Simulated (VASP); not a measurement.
# SiB2 (P1) in VASP: relaxation of cell and atoms with PBE

Aim: the relaxation of cell and atoms of SiB2 with PBE.

Everything below comes from runs of VASP 6.6.1. Logs are shortened: lines on timing, memory, paths and dates and some standing lists are left out, and cuts for length are marked.

## 1. The structure

The typed cell holds 12 atoms: a = 6.053 Å, b = 4.791 Å, c = 3.778 Å, α = 91.58°, β = 91.82°, γ = 89.83°.

The cell was built by a generator and needn't be a form met in nature.

## 2. Relaxation of cell and atoms, PBE

Contents of INCAR:

```
SYSTEM = SiB2
PREC = Normal
ENCUT = 520
EDIFF = 1E-5
ISMEAR = 0
SIGMA = 0.15
LREAL = Auto
LASPH = .TRUE.
NELM = 80
ALGO = Fast
ISIF = 3
LWAVE = .FALSE.
LCHARG = .FALSE.
GGA = PE
IBRION = 2
NSW = 110
EDIFFG = -0.03
ISYM = 0
KPAR = 2
```

Contents of KPOINTS:

```
Automatic mesh
0
G
  4 5 6
  0 0 0
```

Contents of POSCAR:

```
SiB2
1.0
    6.0523645400      0.0081403300     -0.0954979700
    0.0065584300      4.7903074700     -0.0662732800
   -0.0603001200     -0.0519403100      3.7774173500
Si B
4 8
Direct
    0.2192777200      0.0124412000      0.1910748700
    0.7526313900      0.0529967200      0.1243577200
    0.9961116900      0.4956386600      0.8556469600
    0.5036959600      0.4929516600      0.9077303700
    0.2679739800      0.1607476300      0.6570787300
    0.7511223900      0.1990746600      0.6085425800
    0.2433601400      0.7878849000      0.6090716400
    0.7581025400      0.7949867100      0.5753202500
    0.0083283300      0.7097053800      0.3707005200
    0.5276747400      0.7291444000      0.3545469400
    0.9910859400      0.3165621200      0.4135139300
    0.5142436000      0.2868885500      0.4232863400
```

Potentials or basis: VASP PAW PBE potentials, release 64 (Si, B).

Started as:

```console
> cat potpaw_PBE.64/Si/POTCAR potpaw_PBE.64/B/POTCAR > POTCAR
> mpirun -np 2 vasp_std > vasp.out
```

OUTCAR:

```text
SYSTEM = SiB2
   PREC = Normal
   ENCUT = 520
   EDIFF = 1E-5
   ISMEAR = 0
   LREAL = Auto
   LASPH = .TRUE.
   NELM = 80
   ISIF = 3
   GGA = PE
   IBRION = 2
   NSW = 110
   EDIFFG = -0.03
   ISYM = 0

 ion  position               nearest neighbor table
   1  0.219  0.012  0.191-   5 1.89   7 1.94   9 2.08  11 2.18   5 2.19  12 2.35  10 2.38   7 2.43
                             2 2.83   3 2.97   3 3.05   4 3.11
   2  0.753  0.053  0.124-   6 1.94   6 2.09   8 2.13  12 2.15  11 2.17  10 2.28   8 2.39   9 2.44
                             4 2.72   3 2.82   1 2.83
   3  0.996  0.496  0.856-  11 1.86   9 2.13   9 2.17   6 2.22   8 2.29   7 2.29  11 2.30   5 2.42
                             2 2.82   1 2.97   4 2.99   1 3.05   4 3.07
   4  0.504  0.493  0.908-  10 2.01  12 2.06  12 2.21   5 2.30   6 2.35   7 2.39  10 2.41   8 2.51
                             2 2.72   3 2.99   3 3.07   1 3.11
   5  0.268  0.161  0.657-   7 1.80  12 1.87   1 1.89  11 2.04   1 2.19   4 2.30   3 2.42
   6  0.751  0.199  0.609-  12 1.63  11 1.75   8 1.94   2 1.94   2 2.09   3 2.22   4 2.35
   7  0.243  0.788  0.609-   9 1.70   5 1.80   1 1.94  10 2.01   3 2.29   4 2.39   1 2.43
   8  0.758  0.795  0.575-  10 1.63   9 1.76   6 1.94   2 2.13   3 2.29   2 2.39   4 2.51
   9  0.008  0.710  0.371-   7 1.70   8 1.76  11 1.90   1 2.08   3 2.13   3 2.17   2 2.44
  10  0.528  0.729  0.355-   8 1.63   4 2.01   7 2.01  12 2.14   2 2.28   1 2.38   4 2.41
  11  0.991  0.317  0.414-   6 1.75   3 1.86   9 1.90   5 2.04   2 2.17   1 2.18   3 2.30
  12  0.514  0.287  0.423-   6 1.63   5 1.87   4 2.06  10 2.14   2 2.15   4 2.21   1 2.35

IMPORTANT INFORMATION: All symmetrisations will be switched off!
NOSYMM: (Re-)initialisation of all symmetry stuff for point group C_1.

----------------------------------------------------------------------------------------

                                     Primitive cell

  volume of cell :     109.4689

  direct lattice vectors                    reciprocal lattice vectors
     6.052364540  0.008140330 -0.095497970     0.165266522 -0.000189804  0.002635592
     0.006558430  4.790307470 -0.066273280    -0.000235585  0.208794857  0.002867214
    -0.060300120 -0.051940310  3.777417350     0.004174017  0.003658424  0.264848075

  length of vectors
     6.053123380  4.790770378  3.778255647     0.165287645  0.208814676  0.264906227

  position of ions in fractional coordinates (direct lattice)
     0.219277720  0.012441200  0.191074870
     0.752631390  0.052996720  0.124357720
     0.996111690  0.495638660  0.855646960
     0.503695960  0.492951660  0.907730370
     0.267973980  0.160747630  0.657078730
     0.751122390  0.199074660  0.608542580
     0.243360140  0.787884900  0.609071640
     0.758102540  0.794986710  0.575320250
     0.008328330  0.709705380  0.370700520
     0.527674740  0.729144400  0.354546940
     0.991085940  0.316562120  0.413513930
     0.514243600  0.286888550  0.423286340

  ion indices of the primitive-cell ions
   primitive index   ion index
                 1           1
                 2           2
                 3           3
                 4           4
                 5           5
                 6           6
                 7           7
                 8           8
                 9           9
                10          10
                11          11
                12          12

----------------------------------------------------------------------------------------

 KPOINTS: Automatic mesh

Automatic generation of k-mesh.
 Grid dimensions read from file:
 generate k-points for:    4    5    6

 Generating k-lattice:

  Cartesian coordinates                     Fractional coordinates (reciprocal lattice)
     0.041316631 -0.000047451  0.000658898     0.250000000 -0.000000000  0.000000000
    -0.000047117  0.041758971  0.000573443    -0.000000000  0.200000000  0.000000000
     0.000695670  0.000609737  0.044141346     0.000000000  0.000000000  0.166666667

  Length of vectors
     0.041321911  0.041762935  0.044151038

  Shift w.r.t. Gamma in fractional coordinates (k-lattice)
     0.000000000  0.000000000  0.000000000

 Subroutine IBZKPT returns following result:
 ===========================================

 Found     62 irreducible k-points:

 Following reciprocal coordinates:
            Coordinates               Weight
  0.000000  0.000000  0.000000      1.000000
  0.250000 -0.000000  0.000000      2.000000
  0.500000 -0.000000  0.000000      1.000000
 -0.000000  0.200000  0.000000      2.000000
  0.250000  0.200000  0.000000      2.000000
  0.500000  0.200000  0.000000      2.000000
[... 16 lines left out ...]
 -0.250000  0.400000  0.166667      2.000000
 -0.000000 -0.400000  0.166667      2.000000
 [... further k-points ...]
   k-points           NKPTS =     62   k-points in BZ     NKDIM =     62   number of bands    NBANDS=     27
   number of dos      NEDOS =    301   number of ions     NIONS =     12
   total plane-waves  NPLWV =  24192
   dimension x,y,z NGX =    36 NGY =   28 NGZ =   24
   dimension x,y,z NGXF=    72 NGYF=   56 NGZF=   48
   ions per type =               4   8
   NGX,Y,Z   is equivalent  to a cutoff of   9.89,  9.72, 10.56 a.u.
   NGXF,Y,Z  is equivalent  to a cutoff of  19.77, 19.43, 21.12 a.u.
 SYSTEM =  SiB2
   PREC   = normal    normal or accurate (medium, high low for compatibility)
   ISTART =      0    job   : 0-new  1-cont  2-samecut
   ICHARG =      2    charge: 1-file 2-atom 10-const
   ISPIN  =      1    spin polarized calculation?
   LNONCOLLINEAR =      F non collinear calculations
   LSORBIT =      F    spin-orbit coupling
   LASPH  =      T    aspherical Exc in radial PAW
   ENCUT  =  520.0 eV  38.22 Ry    6.18 a.u.  11.25  8.91  7.03*2*pi/ulx,y,z
   NELM   =     80;   NELMIN=  2; NELMDL= -5     # of ELM steps
   EDIFF  = 0.1E-04   stopping-criterion for ELM
   LREAL  =      T    real-space projection
   EDIFFG = -.3E-01   stopping-criterion for IOM
   NSW    =    110    number of steps for IOM
   IBRION =      2    ionic relax: 0-MD 1-quasi-New 2-CG
   NFREE  =      1    steps in history (QN), initial steepest desc. (CG)
   ISIF   =      3    stress and relaxation
   ISYM   =      0    0-nonsym 1-usesym 2-fastsym
   POTIM  = 0.5000    time-step for ionic-motion
   TEBEG  =    0.0;   TEEND  =   0.0 temperature during run
   PSTRESS=    0.0 pullay stress
   NELECT =      40.0000    total number of electrons
   NUPDOWN=      -1.0000    fix difference up-down
   EMIN   =  10.00;   EMAX   =-10.00  energy-range for DOS
   EFERMI =   0.00;   METHOD = LEGACY
   ISMEAR =     0;   SIGMA  =   0.15  broadening in eV -4-tet -1-fermi 0-gaus
   EFERMI_NEDOS =   21; number of points for ismear=-14 and -15
   IALGO  =     68    algorithm
   IMIX   =      4    mixing-type and parameters
     AMIX     =   0.40;   BMIX     =  1.00
     AMIX_MAG =   1.60;   BMIX_MAG =  1.00
  volume/ion in A,a.u.               =       9.12        61.56
  Fermi-wavevector in a.u.,A,eV,Ry     =   1.170392  2.211720 18.637486  1.369817
  Thomas-Fermi vector in A             =   2.306851
   LORBIT       =      0    0 simple, 1 ext, 2 COOP (PROOUT), +10 PAW based schemes
   GGA     = PE    functional components
   LHFCALC =     F    Hartree Fock is set to
   AEXX    =    0.0000 exact exchange contribution
   IVDW    =     0    specifies the selected vdW correction
   LEPSILON=     F    determine dielectric tensor
   LRPA    =     F    only Hartree local field effects (RPA)
 conjugate gradient relaxation of ions
 non-spin polarized calculation
 RMM-DIIS sequential band-by-band and
 Gauss-broadening in eV      SIGMA  =   0.15
  energy-cutoff  :      520.00
  volume of cell :      109.47
 maximum number of plane-waves:      2969
   NGX = 23   NGY = 17   NGZ = 15

--------------------------------------- Ionic step        1  -------------------------------------------

 number of electron      40.0000001 magnetization

 Free energy of the ion-electron system (eV)
  ---------------------------------------------------
  ext. energy  EPLUGINS =         0.00000000
  ---------------------------------------------------
  free energy    TOTEN  =       -67.64673481 eV

  energy without entropy =      -67.62108356  energy(sigma->0) =      -67.63390919

------------------------ aborting loop because EDIFF is reached ----------------------------------------

  FORCE on cell =-STRESS in cart. coord.  units (eV):
  Direction    XX          YY          ZZ          XY          YZ          ZX
  --------------------------------------------------------------------------------------
  -------------------------------------------------------------------------------------
  Total       -1.3129834      4.7181883      3.7343266      1.3970225      7.2182347      3.5112115
  in kB      -19.2167078     69.0549802     54.6552685     20.4466953    105.6454344     51.3897754
  external PRESSURE =      34.8311803 kB  Pullay stress =       0.0000000 kB
[... 119 lines left out ...]
  FREE ENERGIE OF THE ION-ELECTRON SYSTEM (eV)
  ---------------------------------------------------
  free  energy   TOTEN  =       -68.9097425323 eV

  energy  without entropy=      -68.8816500702  energy(sigma->0) =      -68.89569630

[... ionic steps 4 to 49 ...]

--------------------------------------- Ionic step       50  -------------------------------------------

 number of electron      40.0000001 magnetization

------------------------ aborting loop because EDIFF is reached ----------------------------------------

  FORCE on cell =-STRESS in cart. coord.  units (eV):
  Direction    XX          YY          ZZ          XY          YZ          ZX
  --------------------------------------------------------------------------------------
  -------------------------------------------------------------------------------------
  Total        0.0204384      0.0036579      0.0496211     -0.0016457     -0.0585982      0.0125976
  in kB        0.3051537      0.0546137      0.7408641     -0.0245710     -0.8748959      0.1880873
  external PRESSURE =       0.3668772 kB  Pullay stress =       0.0000000 kB
[... 77 lines left out ...]
  energy  without entropy=      -70.8420661407  energy(sigma->0) =      -70.85223511

--------------------------------------- Ionic step       52  -------------------------------------------

 number of electron      40.0000001 magnetization

 Free energy of the ion-electron system (eV)
  ---------------------------------------------------
  ext. energy  EPLUGINS =         0.00000000
  ---------------------------------------------------
  free energy    TOTEN  =       -70.86260274 eV

  energy without entropy =      -70.84217125  energy(sigma->0) =      -70.85238699

 E-fermi :   9.3807     XC(G=0): -11.7572

 val. band max:        9.3331752547   @ k =   0.0000   0.0000   0.0000
 cond. band min:       9.3835557563   @ k =   0.0000  -0.2000   0.1667
 fundamental gap:      0.0503805017
 Fermi energy:         9.3806912235

 k-point     1 :       0.0000    0.0000    0.0000
  band No.  band energies     occupation
      1      -6.7021      2.00000
      2      -3.2694      2.00000
      3      -3.2665      2.00000
      4      -1.3877      2.00000
      5      -1.2678      2.00000
      6       1.7744      2.00000
[... 709 lines left out ...]
     26      11.7303      0.00000
     27      12.7588      0.00000

 [... further k-points ...]

------------------------ aborting loop because EDIFF is reached ----------------------------------------

  FORCE on cell =-STRESS in cart. coord.  units (eV):
  Direction    XX          YY          ZZ          XY          YZ          ZX
  --------------------------------------------------------------------------------------
  -------------------------------------------------------------------------------------
  Total        0.0771395      0.0580924     -0.0789682     -0.0012692      0.0114881      0.0089739
  in kB        1.1517797      0.8673851     -1.1790845     -0.0189499      0.1715303      0.1339897
  external PRESSURE =       0.2800268 kB  Pullay stress =       0.0000000 kB
[... 27 lines left out ...]
  FREE ENERGIE OF THE ION-ELECTRON SYSTEM (eV)
  ---------------------------------------------------
  free  energy   TOTEN  =       -70.8626027353 eV

  energy  without entropy=      -70.8421712525  energy(sigma->0) =      -70.85238699

 reached required accuracy - stopping structural energy minimisation
```

Wall time 18 min (2 MPI ranks of Intel Xeon Platinum 8259CL at 2.50GHz (Skylake/Cascade Lake), shared host); peak memory 0.23 GiB.

What came out:

```
Free energy                            : -70.8626 eV
Relaxed volume                         : 8.94 Å³/atom
Relaxed cell                           : a = 5.957 Å, b = 5.192 Å, c = 3.766 Å, α = 67.12°, β = 90.03°, γ = 90.00°
Space group after relaxing (to 0.05 Å) : P2_1/m (No. 11)
Energy gained by relaxing              : 268.0 meV/atom
Ionic steps                            : 52
Pressure after relaxing                : 0.0 GPa
Largest force after relaxing           : 0.019 eV/Å
Band gap on the k mesh                 : none (metal or under the smearing width)
```

Forces on the atoms (eV/Å):
```
Si   0.003  0.002 -0.001
Si   0.009 -0.009  0.014
Si   0.005 -0.003 -0.012
Si  -0.007  0.012 -0.007
B   -0.003  0.006 -0.001
B   -0.002 -0.006  0.005
B   -0.001  0.007 -0.014
B    0.002 -0.005 -0.003
B   -0.004  0.000 -0.004
B    0.002  0.000  0.002
B   -0.008 -0.006  0.006
B    0.003  0.002  0.015
```

Stress tensor (GPa, compression positive):
```
 0.12  0.00  0.01
 0.00  0.09  0.02
 0.01  0.02 -0.12
```

Step by step:
```
step  energy change (eV)  largest force (eV/Å)  pressure (GPa)  volume (Å³)
   1              0.0000                3.3869            3.48       109.47
   3             -1.2630                1.7677           -7.35       111.62
   5             -1.7599                1.2047            1.44       106.37
   7             -1.9493                0.6396            1.49       106.40
   9             -2.0071                0.4516           -1.85       107.76
  11             -2.0688                0.3573            0.65       106.59
  13             -2.1477                0.6559            2.31       106.40
  15             -2.2305                0.8910           -0.12       108.65
  17             -2.3923                0.6195            0.77       110.54
  19             -2.4894                0.5089           -0.15       112.89
  21             -2.6229                0.6076           -0.26       114.26
  23             -2.7184                0.5307            0.05       114.75
  25             -2.7590                0.3317            0.12       115.07
  27             -2.7972                0.4029           -1.03       115.60
  29             -2.8542                0.4245            0.04       114.76
  31             -2.8657                0.5364            0.46       114.37
  33             -2.9342                0.5863           -0.80       113.93
  35             -3.0006                0.5263           -0.96       112.50
  37             -3.0895                0.6664            2.33       109.25
  39             -3.1336                0.3020           -0.56       110.33
  41             -3.1566                0.2667           -0.51       109.74
  43             -3.1886                0.1900           -0.18       108.41
  45             -3.2075                0.1709            0.57       107.12
  47             -3.2128                0.0935           -0.05       107.41
  49             -3.2156                0.0324           -0.04       107.36
  51             -3.2157                0.0368            0.06       107.30
  52             -3.2159                0.0188            0.03       107.30
```

Final structure:
```xyz
12
Lattice="5.9568 0.0034 -0.0042 -0.0025 5.0992 0.9785 0.0003 0.7840 3.6831" Properties=species:S:1:pos:R:3 pbc="T T T"
Si    1.5061    0.0411    0.1523
Si    4.4834    0.0448    0.1474
Si    0.0133    3.3385    4.0836
Si    2.9942    3.3366    4.0796
B     1.5062    1.2859    1.8717
B     4.4847    1.2894    1.8670
B     1.5044    4.5236    3.0537
B     4.4823    4.5272    3.0491
B     0.0152    3.9545    2.1615
B     2.9934    3.9556    2.1586
B     0.0168    2.0934    2.3621
B     2.9947    2.0946    2.3582
```
